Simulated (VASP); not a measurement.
Take GaN (wurtzite), against free atoms with fixed spin and no zero-point term, in VASP with PAW potentials, and its cohesive energy.

### Question
One run gives 5.46 eV/atom. Which level is it?
A. RPBE
B. PBE
C. LDA
D. PBE-D3(BJ)

### Answer
C, LDA.  The others give 4.62 (PBE-D3(BJ)), 3.93 (RPBE), 4.38 (PBE).

Only levels that ran to the end are used. Left out are those held back, those with too coarse a band path, GW runs whose mesh misses a band edge, hybrids' fits of cells that aren't cubic and levels without matching references; a question may draw on a part of the rest.
